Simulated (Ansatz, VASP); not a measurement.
## TiO2 (1T-TiO2 bilayer, AA) in two plane-wave programs

One calculation is typed for both programs; each brings its own data sets. How far apart do they land? The cell is taken from a series of runs on this material, whose earlier steps may have relaxed, scaled, displaced or heated it; both programs get it as it stands.

Calculated with Ansatz 0.2.0; plane waves, with VASP 6.6.1 beside it; single point at LDA.

## 1. Starting point

The cell holds 6 atoms: 4 O and 2 Ti. Its edges and angles: a = 2.935 Å, b = 2.935 Å, c = 24.401 Å, α = 90.0°, β = 90.0°, γ = 120.0°. Vacuum lies along c.

## 2. VASP: single point, LDA

With cell and atoms fixed, the geometry can't cause a difference; cores, projectors, grids and the points listed under the comparison can.

Lines of VASP's logs that name or quote its potential files are left out, and so is its time.

File INCAR:

```
SYSTEM = TiO2
PREC = Accurate
ENCUT = 520
EDIFF = 1E-06
NELM = 120
ISMEAR = -1
SIGMA = 0.02585
LREAL = .FALSE.
ALGO = Normal
GGA = PW92
NBANDS = 30
LASPH = .TRUE.
LORBIT = 11
LWAVE = .FALSE.
LCHARG = .FALSE.
ISIF = 2
LDIPOL = .TRUE.
IDIPOL = 3
DIPOL = 0.5 0.5 0.5
LVHAR = .TRUE.
GGA_COMPAT = .FALSE.
EFERMI = MIDGAP
NELMDL = -8
KPAR = 2
```

File POSCAR:

```
TiO2
1.0
    2.9348413687      0.0000000000      0.0000000000
   -1.4674206844      2.5416471814      0.0000000000
    0.0000000000      0.0000000000     24.4008506911
O Ti
4 2
Direct
    0.6666666667      0.3333333333      0.3688395996
    0.3333333333      0.6666666667      0.4468216628
    0.6666666667      0.3333333333      0.5531783372
    0.3333333333      0.6666666667      0.6311604004
    0.0000000000      0.0000000000      0.4078037368
    0.0000000000      0.0000000000      0.5921962632
```

File KPOINTS:

```
Automatic mesh
0
Gamma
18 18 1
0 0 0
```

The projector-augmented-wave data sets are O and Ti_sv (LDA family, release 64).

The run is started by

```
$ mpirun -np 2 vasp_std
```

Numbers of over 12 decimals in the logs are rounded to 6 here.

Output:

```text
[banner, memory and clock lines left out]
running    2 mpi-ranks, on    1 nodes
 distrk:  each k-point on    1 cores,    2 groups
 distr:  one band on    1 cores,    1 groups

 POSCAR found type information on POSCAR O Ti
 POSCAR found :  2 types and       6 ions
|                                                                             |
|               ----> ADVICE to this user running VASP <----                  |
|                                                                             |
|     You enforced a specific xc type in the INCAR file but a different       |
|     [... a line on the potential file left out ...]
|     I HOPE YOU KNOW WHAT YOU ARE DOING!                                     |
|                                                                             |

 LDA part: xc-table for (Slater(with rela. corr.)+PW92), standard interpolation
 POSCAR, INCAR and KPOINTS ok, starting setup
 FFT: planning ... GRIDC
 FFT: planning ... GRID_SOFT
 FFT: planning ... GRID
 WAVECAR not read
 entering main loop
       N       E                     dE             d eps       ncg     rms          rms(c)
DAV:   1     0.619274060825E+03    0.61927E+03   -0.24819E+04  2516   0.152E+03
DAV:   2     0.249068742180E+02   -0.59437E+03   -0.57540E+03  2724   0.456E+02
DAV:   3    -0.665337618167E+02   -0.91441E+02   -0.90063E+02  3404   0.177E+02
DAV:   4    -0.731261384692E+02   -0.65924E+01   -0.65852E+01  3424   0.437E+01
DAV:   5    -0.735932986037E+02   -0.46716E+00   -0.46711E+00  3004   0.826E+00
DAV:   6    -0.736067752910E+02   -0.13477E-01   -0.13477E-01  3080   0.177E+00
DAV:   7    -0.736074621205E+02   -0.68683E-03   -0.68683E-03  3066   0.280E-01
DAV:   8    -0.736074699173E+02   -0.77969E-05   -0.77969E-05  3030   0.418E-02    0.322E+01
DAV:   9    -0.589602582642E+02    0.14647E+02   -0.10445E+02  2688   0.974E+01    0.129E+01
DAV:  10    -0.582124736226E+02    0.74778E+00   -0.21402E+01  2684   0.396E+01    0.971E+00
DAV:  11    -0.584972710875E+02   -0.28480E+00   -0.96935E+00  2724   0.304E+01    0.867E+00
DAV:  12    -0.577467201925E+02    0.75055E+00   -0.43398E+00  2732   0.194E+01    0.112E+00
DAV:  13    -0.577625403606E+02   -0.15820E-01   -0.20091E-01  2520   0.346E+00    0.869E-01
DAV:  14    -0.577508251910E+02    0.11715E-01   -0.50340E-02  2538   0.158E+00    0.117E-01
[...]
DAV:  21    -0.577519948337E+02   -0.93596E-04   -0.51838E-06  1948   0.100E-02    0.308E-03
DAV:  22    -0.577520361985E+02   -0.41365E-04   -0.25537E-06  1704   0.854E-03    0.357E-03
DAV:  23    -0.577520634755E+02   -0.27277E-04   -0.28064E-06  1798   0.107E-02    0.145E-03
DAV:  24    -0.577520701183E+02   -0.66428E-05   -0.52043E-07  1328   0.469E-03    0.118E-03
DAV:  25    -0.577520738222E+02   -0.37039E-05   -0.17939E-07  1134   0.257E-03    0.531E-04
DAV:  26    -0.577520765129E+02   -0.26906E-05   -0.14720E-07  1210   0.179E-03    0.370E-04
DAV:  27    -0.577520785859E+02   -0.20730E-05   -0.10098E-07  1146   0.160E-03    0.436E-04
DAV:  28    -0.577520789940E+02   -0.40814E-06   -0.40802E-08  1110   0.172E-03
   1 F= -.57752079E+02 E0= -.57752079E+02  d E =0.000000E+00
```

Parts of OUTCAR (step 2):

```text
ion  position               nearest neighbor table
   1  0.667  0.333  0.369-   5 1.94   5 1.94   5 1.94
   2  0.333  0.667  0.447-   5 1.94   5 1.94   5 1.94
   3  0.667  0.333  0.553-   6 1.94   6 1.94   6 1.94
   4  0.333  0.667  0.631-   6 1.94   6 1.94   6 1.94
   5  0.000  0.000  0.408-   1 1.94   1 1.94   1 1.94   2 1.94   2 1.94   2 1.94
   6  0.000  0.000  0.592-   4 1.94   4 1.94   4 1.94   3 1.94   3 1.94   3 1.94

  LATTYP: Found a hexagonal cell.
 ALAT       =     2.9348413687
 C/A-ratio  =     8.3141974729

 Subroutine GETGRP returns: Found 12 space group operations
 (whereof 12 operations were pure point group operations)

The static configuration has the point symmetry D_3d.

 Found     37 irreducible k-points:

   k-points           NKPTS =     37   k-points in BZ     NKDIM =     37   number of bands    NBANDS=     30

   dimension x,y,z NGX =    24 NGY =   24 NGZ =  192
   dimension x,y,z NGXF=    48 NGYF=   48 NGZF=  384

   ENCUT  =  520.0 eV  38.22 Ry    6.18 a.u.   5.46  5.46 45.37*2*pi/ulx,y,z

   NELECT =      48.0000    total number of electrons

 k-points in reciprocal lattice and weights: Automatic mesh
   0.00000000  0.00000000  0.00000000       0.003
   0.05555556  0.00000000  0.00000000       0.019
   0.11111111  0.00000000  0.00000000       0.019
   0.16666667  0.00000000  0.00000000       0.019
   0.22222222 -0.00000000  0.00000000       0.019
   0.27777778 -0.00000000  0.00000000       0.019
   0.33333333  0.00000000  0.00000000       0.019
   0.38888889  0.00000000  0.00000000       0.019
   0.44444444 -0.00000000  0.00000000       0.019
[...]
0.33333333  0.27777778  0.00000000       0.037
   0.33333333  0.33333333  0.00000000       0.006

 dipolmoment           0.000000      0.000000     -0.000000 electrons x Angstroem

 average (electrostatic) potential at core
       1 -78.8409       2 -78.8450       3 -78.8450       4 -78.8409       5 -84.4806
       6 -84.4806

 E-fermi :  -2.9598

 k-point     1 :       0.0000    0.0000    0.0000
  band No.  band energies     occupation
    ...
     20      -4.7238      2.00000
     21      -4.5665      2.00000
     22      -4.5665      2.00000
     23      -4.5302      2.00000
     24      -4.5302      2.00000
     25      -1.6182      0.00000
     26      -1.6182      0.00000
     27      -1.6061      0.00000
     28      -1.6061      0.00000
     29       0.2570      0.00000
    ...

 k-point     2 :       0.0556    0.0000    0.0000
  band No.  band energies     occupation
    ...
     20      -4.7678      2.00000
     21      -4.7238      2.00000
     22      -4.6488      2.00000
     23      -4.6251      2.00000
     24      -4.6082      2.00000
     25      -1.5666      0.00000
     26      -1.5477      0.00000
     27      -1.5307      0.00000
     28      -1.5181      0.00000
     29       0.2422      0.00000
    ...

 k-point     3 :       0.1111    0.0000    0.0000
  band No.  band energies     occupation
    ...
     20      -5.1976      2.00000
     21      -5.0253      2.00000
     22      -4.8564      2.00000
     23      -4.8076      2.00000
     24      -4.5184      2.00000
     25      -1.4545      0.00000
     26      -1.4182      0.00000
     27      -1.3072      0.00000
     28      -1.2958      0.00000
     29       0.1963      0.00000
    ...

  Total        0.5346999      0.5346999      0.2132143     -0.0000000      0.0000000     -0.0000000
  in kB        4.7066925      4.7066925      1.8768171     -0.0000000      0.0000000     -0.0000000
  external PRESSURE =       3.7634007 kB  Pullay stress =       0.0000000 kB

  energy-cutoff  :      520.00
  volume of cell :      182.01
      direct lattice vectors                 reciprocal lattice vectors
     2.934841369  0.000000000  0.000000000     0.340733919  0.196722820  0.000000000
    -1.467420684  2.541647181  0.000000000     0.000000000  0.393445639  0.000000000
     0.000000000  0.000000000 24.400850691     0.000000000  0.000000000  0.040982178

 POSITION                                       TOTAL-FORCE (eV/Angst)
 -----------------------------------------------------------------------------------
      1.46742      0.84722      9.00000        -0.000000     -0.000000     -0.080109
     -0.00000      1.69443     10.90283        -0.000000     -0.000000      0.078733
      1.46742      0.84722     13.49802         0.000000     -0.000000     -0.078733
     -0.00000      1.69443     15.40085         0.000000     -0.000000      0.080109
      0.00000      0.00000      9.95076        -0.000000      0.000000     -0.000744
      0.00000      0.00000     14.45009        -0.000000      0.000000      0.000744
 -----------------------------------------------------------------------------------
    total drift:                               -0.000000      0.000000      0.000000

  FREE ENERGIE OF THE ION-ELECTRON SYSTEM (eV)
  ---------------------------------------------------
  free  energy   TOTEN  =       -57.7520789940 eV

  energy  without entropy=      -57.7520789940  energy(sigma->0) =      -57.75207899

 vacuum level on the upper side and lower side of the slab         4.248         4.248

 total charge
# of ion       s       p       d       tot
------------------------------------------
    1        1.568   3.465   0.000   5.034
    2        1.569   3.463   0.000   5.032
    3        1.569   3.463   0.000   5.032
    4        1.568   3.465   0.000   5.034
    5        2.230   6.333   1.846  10.409
    6        2.230   6.333   1.846  10.409
--------------------------------------------------
tot         10.735  26.523   3.693  40.950

[... 3 further parts left out ...]
```

## 3. Ansatz: single point, LDA

Ansatz runs on its default PAW (the set named soft_2) files.

The same cell, functional (in two slightly different forms), mesh and smearing now go to Ansatz, which takes its cutoff from its data sets.

File input.yaml:

```yaml
crystal:
  lattice:
    - [2.9348413687, 0.0, 0.0]
    - [-1.4674206844, 2.5416471814, 0.0]
    - [0.0, 0.0, 24.4008506911]
  atoms:
    - { symbol: O, position: [0.6666666667, 0.3333333333, 0.3688395996] }
    - { symbol: Ti, position: [0.0, 0.0, 0.4078037368] }
    - { symbol: O, position: [0.3333333333, 0.6666666667, 0.4468216628] }
    - { symbol: O, position: [0.6666666667, 0.3333333333, 0.5531783372] }
    - { symbol: Ti, position: [0.0, 0.0, 0.5921962632] }
    - { symbol: O, position: [0.3333333333, 0.6666666667, 0.6311604004] }
kpoints:
  mp_grid: { grid: [18, 18, 1] }
  band_path:
    path: [[0, 0, 0], [0.5, 0, 0], [0.33333333, 0.33333333, 0], [0, 0, 0]]
    npoints: 16
hamiltonian:
  xc: lda
scf:
  occupations: { method: fermi_dirac, width: 0.02585 }
  convergence: { dr2_threshold: 1.0e-10 }
efield:
  axis: 3
  dipole_correction: true
  ramp_position: 0.97
  ramp_width: 0.06
  amplitude: 0
output:
  dos: { projected: true, e_range: [-6, 5] }
  bader: true
  write_potential: true
  write_density: true
  volumetric_format: npy
  elf: true
```

The run is started by

```
$ ansatz run input.yaml --threads 2 --pin off --max-ram 3072MiB --backend cpu --events-out ev --progress --plain --runs-dir out
```

Output:

```text
Engine: ansatz 0.2.0, aarch64-unknown-linux-gnu
Pseudopotentials: kind: paw
Pseudopotential: O, paw, valence charge 6, recommended cutoff 420 eV (normal), O.paw.azcp
Pseudopotential: Ti, paw, valence charge 12, recommended cutoff 420 eV (normal), Ti.paw.azcp
Functional definition: SPW92
  exchange = slater_x
  correlation = pw_c
Crystal: 6 atoms, lattice volume = 182.014 Å³
Basis set: ecut = 420 eV, 3489 PW (Γ)
Bands: 30, of which v1, the nominal top of the filled ones, is band 24 counted from 1 (23 counted from 0)
Symmetry: 6 space group operations
k-points: 37 of 324 (time reversal used)
Non-local potential: O, projectors of the file, l = 0: 2, l = 1: 2, l = 2: 1
Non-local potential: Ti, projectors of the file, l = 0: 3, l = 1: 2, l = 2: 3, l = 3: 1
PAW form: soft (Blöchl's): semilocal exchange-correlation on the pseudo side does not see the compensation charge
PAW frozen core: O, regenerated for the run's functional, and the local potential with it (the file was generated under x = pbe(κ = 0.804, μ = 0.219515), c = pbe(β = 0.066725))
PAW frozen core: Ti, regenerated for the run's functional, and the local potential with it (the file was generated under x = pbe(κ = 0.804, μ = 0.219515), c = pbe(β = 0.066725))
PAW one-centre angular grid: O, 110 points (default); XC on 64 Gauss nodes
PAW one-centre angular grid: Ti, 590 points (default); XC on 64 Gauss nodes
Initial density: superposition of atomic densities (neutral atoms: chi_scale 0, normalization atom), corrected by the library's trained network
Initial wavefunctions: pseudopotential atomic-orbital guess
Functional: x = slater, c = lda
SCF iter   1: F=—  HF=-7129.428231 eV  |F-HF|=—  |Δ(HF+E_count)|=         —  Δρ=1.28e-2  dr2=2.74e-1  ethr=1.77e-3  p=0.000 e·Å  D=8.87e-14 V/Å  ΔV_dip=-0.00 eV  dr2_dipole=1.75e-8  V_vac-E_F(+/−)=6.87/6.87 eV  ⟨swp⟩=7.5  Hψ=5259  notcnv=0
efield: sawtooth ramp at fractional position 0.9700 (set: `efield.ramp_position`, or a place that a band, a saddle search or an elastic batch's reference lends), width 0.0600; the density the first Hamiltonian is built on has a dipole p = 0.000 e·Å; the dipole correction subtracts the counter field D = 8.87e-14 V/Å, which shifts the + side's vacuum level by -0.00 eV against the − side's; the planar-averaged density in the ramp window peaks in size at 6.0e-6 e/Å³
preconditioner: auto → none  [insulator: Δε(μ)=2.497 eV  Ē_g=9.370 eV  σ=0.026 eV  W_gap=1.00  n_scr=16 (ndim 8)  ℏωp=15.6 eV  f_vac=0.633  D(μ)=0.00/eV (n_scr^D=0)  ε∞_Penn≈3.8]
SCF iter   2: F=—  HF=-7129.471668 eV  |F-HF|=—  |Δ(HF+E_count)|=   4.34e-2  Δρ=1.71e-2  dr2=5.32e-1  ethr=5.70e-4  p=0.000 e·Å  D=9.33e-5 V/Å  ΔV_dip=-0.00 eV  dr2_dipole=1.79e-8  V_vac-E_F(+/−)=6.98/6.98 eV  ⟨swp⟩=2.9  Hψ=2237  notcnv=0  defer=67
SCF iter   3: F=—  HF=-7129.376780 eV  |F-HF|=—  |Δ(HF+E_count)|=   9.49e-2  Δρ=3.99e-3  dr2=2.20e-2  ethr=5.70e-4  p=0.000 e·Å  D=5.97e-5 V/Å  ΔV_dip=-0.00 eV  dr2_dipole=6.99e-9  V_vac-E_F(+/−)=7.04/7.04 eV  ⟨swp⟩=2.9  Hψ=1802  notcnv=0  defer=65
SCF iter   4: F=—  HF=-7129.371800 eV  |F-HF|=—  |Δ(HF+E_count)|=   4.98e-3  Δρ=1.04e-3  dr2=2.95e-3  ethr=4.58e-5  p=-0.000 e·Å  D=-3.66e-5 V/Å  ΔV_dip=0.00 eV  dr2_dipole=4.83e-9  V_vac-E_F(+/−)=7.18/7.18 eV  ⟨swp⟩=4.1  Hψ=2573  notcnv=0  defer=66
SCF iter   5: F=—  HF=-7129.371708 eV  |F-HF|=—  |Δ(HF+E_count)|=   9.25e-5  Δρ=8.78e-4  dr2=2.40e-3  ethr=6.14e-6  p=-0.000 e·Å  D=-7.61e-6 V/Å  ΔV_dip=0.00 eV  dr2_dipole=3.00e-11  V_vac-E_F(+/−)=7.13/7.13 eV  ⟨swp⟩=2.0  Hψ=1612  notcnv=0  defer=66
SCF iter   6: F=—  HF=-7129.371437 eV  |F-HF|=—  |Δ(HF+E_count)|=   2.71e-4  Δρ=2.25e-4  dr2=1.24e-4  ethr=5.00e-6  p=0.000 e·Å  D=1.30e-5 V/Å  ΔV_dip=-0.00 eV  dr2_dipole=5.66e-10  V_vac-E_F(+/−)=7.15/7.15 eV  ⟨swp⟩=2.1  Hψ=1311  notcnv=0  defer=66
SCF iter   7: F=—  HF=-7129.371432 eV  |F-HF|=—  |Δ(HF+E_count)|=   4.81e-6  Δρ=7.14e-5  dr2=1.64e-5  ethr=2.58e-7  p=-0.000 e·Å  D=-1.66e-6 V/Å  ΔV_dip=0.00 eV  dr2_dipole=2.54e-13  V_vac-E_F(+/−)=7.16/7.16 eV  ⟨swp⟩=2.0  Hψ=1537  notcnv=0  defer=66
SCF iter   8: F=—  HF=-7129.371435 eV  |F-HF|=—  |Δ(HF+E_count)|=   2.54e-6  Δρ=2.34e-5  dr2=1.42e-6  ethr=3.42e-8  p=0.000 e·Å  D=2.22e-6 V/Å  ΔV_dip=-0.00 eV  dr2_dipole=4.30e-11  V_vac-E_F(+/−)=7.16/7.16 eV  ⟨swp⟩=2.2  Hψ=1635  notcnv=0  defer=66
SCF iter   9: F=—  HF=-7129.371431 eV  |F-HF|=—  |Δ(HF+E_count)|=   3.54e-6  Δρ=1.29e-5  dr2=5.04e-7  ethr=2.96e-9  p=0.000 e·Å  D=8.63e-6 V/Å  ΔV_dip=-0.00 eV  dr2_dipole=1.58e-9  V_vac-E_F(+/−)=7.16/7.16 eV  ⟨swp⟩=2.1  Hψ=1593  notcnv=0  defer=66
SCF iter  10: F=—  HF=-7129.371431 eV  |F-HF|=—  |Δ(HF+E_count)|=   5.76e-8  Δρ=4.92e-6  dr2=6.82e-8  ethr=1.05e-9  p=-0.000 e·Å  D=-3.04e-6 V/Å  ΔV_dip=0.00 eV  dr2_dipole=3.23e-10  V_vac-E_F(+/−)=7.16/7.16 eV  ⟨swp⟩=2.1  Hψ=1365  notcnv=0  defer=66
SCF iter  11: F=—  HF=-7129.371431 eV  |F-HF|=—  |Δ(HF+E_count)|=   8.12e-9  Δρ=2.04e-6  dr2=1.21e-8  ethr=1.42e-10  p=0.000 e·Å  D=8.69e-6 V/Å  ΔV_dip=-0.00 eV  dr2_dipole=2.09e-9  V_vac-E_F(+/−)=7.16/7.16 eV  ⟨swp⟩=2.4  Hψ=1748  notcnv=0  defer=66
SCF iter  12: F=—  HF=-7129.371431 eV  |F-HF|=—  |Δ(HF+E_count)|=   1.44e-9  Δρ=1.05e-6  dr2=2.32e-9  ethr=2.51e-11  p=-0.000 e·Å  D=-2.88e-6 V/Å  ΔV_dip=0.00 eV  dr2_dipole=2.45e-10  V_vac-E_F(+/−)=7.16/7.16 eV  ⟨swp⟩=2.5  Hψ=1592  notcnv=0  defer=66
SCF iter  13: F=—  HF=-7129.371431 eV  |F-HF|=—  |Δ(HF+E_count)|=  2.61e-10  Δρ=4.34e-7  dr2=3.62e-10  ethr=4.84e-12  p=-0.000 e·Å  D=-6.01e-7 V/Å  ΔV_dip=0.00 eV  dr2_dipole=9.66e-12  V_vac-E_F(+/−)=7.16/7.16 eV  ⟨swp⟩=2.6  Hψ=1729  notcnv=0  defer=66
SCF iter  14: F=-7129.371431 eV  HF=-7129.371431 eV  |F-HF|=1.82e-12  |Δ(HF+E_count)|=  5.82e-11  Δρ=2.30e-7  dr2=3.97e-11  ethr=1.00e-12  p=-0.000 e·Å  D=-4.05e-8 V/Å  ΔV_dip=0.00 eV  dr2_dipole=6.82e-14  V_vac-E_F(+/−)=7.16/7.16 eV  ⟨swp⟩=9.1  Hψ=3390  notcnv=0
SCF 1 converged in 14 iterations: F = -7129.371431 eV  dr2 = 3.97e-11
  greatest PAW one-centre occupation: 0.999 electrons in one spin orbital (limit 2), on the Ti atom at site 4 (counted from 0), in its partial waves of l = 0
NSCF: frozen V_eff on 49 k-points
efield: sawtooth ramp at fractional position 0.9700 (kept from the solve that this one continues, or follows in the run), width 0.0600; the density the first Hamiltonian is built on has a dipole p = -0.000 e·Å; the dipole correction subtracts the counter field D = -4.05e-8 V/Å, which shifts the + side's vacuum level by +0.00 eV against the − side's; the planar-averaged density in the ramp window peaks in size at 1.6e-6 e/Å³
WARN: The output density's exchange-correlation potential varies sharply where the density is thin. Do not read a vacuum level from v_tot or v_xc, or from such a field of the output density. On a cell that repeats whose density bears no net charge and no dipole along the vacuum's axis use v_es (v_loc + v_h of the components); under efield.dipole_correction with no amplitude use v_es + v_field, which holds any externa [...]
SCF converged after 14 iterations
Free energy (F): -7129.371431 eV
Harris-Foulkes:  -7129.371431 eV  (|F-HF|=1.82e-12)
Internal energy: -7129.371431 eV  (E = F + TS)
E sigma→0 (E₀):  -7129.371431 eV
Fermi energy:    -1.469823 eV
Dipole field:    D = 0.000000 V/Å  (p = 0.000000 e·Å, saw-weighted, corrected)
Work function:   Φ+ = 7.1593 eV   Φ− = 7.1593 eV
Levels:          The Fermi level and band energies are counted from a zero that moves with the ramp; work functions are not
--- Per-component energies (eV) ---
  E_band       = -931.611462
  E_kinetic    = 1245.477586
  E_local      = -53562.488622  (includes V_loc(G=0)·N_el)
  E_nonlocal   = 212.550823
  E_hartree    = 26137.523008
  E_xc         = -486.007332
  E_vxc        = -619.722046  (∫ρ·V_xc dr)
  E_paw        = -2581.380699  (= ΣΔE_a)
  E_vpaw       = -482.485346  (= ΣTr[D̂ρ^β])
  E_aug_tail   = 0.010403  (compensation charges beyond the density's cutoff)
  E_efield     = 0.000000  (sawtooth field / dipole correction)
  E_vefield    = 0.000000  (∫n·V_field dr)
  E_ewald      = 21903.903816
  E_core_change = 1.039587  (= ΣΔE_core)
  E_smearing   = -0.000000  (= −TS)
  E_closure    = -0.000000  (closes the sum)
  Σ components = -7129.371431   (vs F -7129.371431, Δ=0.00e0)
--- Band table (eV; the first three rows and the last of 37) ---
  k-point 0: bands = [... 20 lower, -3.1087, -3.1087, -3.0723, -3.0723, -0.1370, -0.1370, -0.1248, -0.1248, ... 2 higher]
  k-point 1: bands = [... 20 lower, -3.2654, -3.1908, -3.1668, -3.1500, -0.0859, -0.0671, -0.0499, -0.0373, ... 2 higher]
  k-point 2: bands = [... 20 lower, -3.5661, -3.3978, -3.3490, -3.0606, 0.0248, 0.0609, 0.1726, 0.1841, ... 2 higher]
  k-point 36: bands = [... 20 lower, -4.3770, -4.3770, -4.1323, -3.9264, 0.0460, 0.1472, 1.2607, 1.2607, ... 2 higher]
--- Bader charges: 6 sites ---
  site symbol  charge [e]  shift [e]
     0      O     -1.0920     0.0023
     1     Ti      2.1832     0.0046
     2      O     -1.0911     0.0023
     3      O     -1.0911     0.0023
     4     Ti      2.1832     0.0046
     5      O     -1.0920     0.0023
  estimated error of the sums over rays = 7.0e-4 e
```

## 4. Side by side

Known differences besides the potentials themselves: the cutoff is 420 eV in Ansatz and 520 eV in VASP; VASP's log shows a relativistic correction to its local exchange, Ansatz's none. Total energies have different zeros and are not compared.

The two programs side by side:

| quantity | Ansatz | VASP | difference |
| --- | --- | --- | --- |
| gap on the k mesh (eV) | 2.711 | 2.683 | +0.028 |

A gap on the mesh is an upper bound, since the band edges may lie between its points. With vacuum in the cell, a pressure given here is an average over mostly empty space and none of the material.

## 5. What came out

| Property | Result |
| --- | --- |
| difference in gap on the k mesh (single point, LDA) | 0.028 eV |

What this shows: The difference in gap on the k mesh is 0.028 eV (single point, LDA), within the 0.08 eV picked in this series as the mark of a large difference. How closely two codes agree says nothing of how well the functional describes the real material.

[Lines on the potential files, build, host, timing and source positions are cut from VASP's logs without a mark.]

[Logs are printed without paths, hosts, clocks, repeated set-up lines and the standing remarks that a program may print on its own settings, such as how far it seeks lower states.]

[Hosts, paths, dates, database ids (printed as entryN), source tags and the programs' standing remarks are cut or masked in the printed files.]
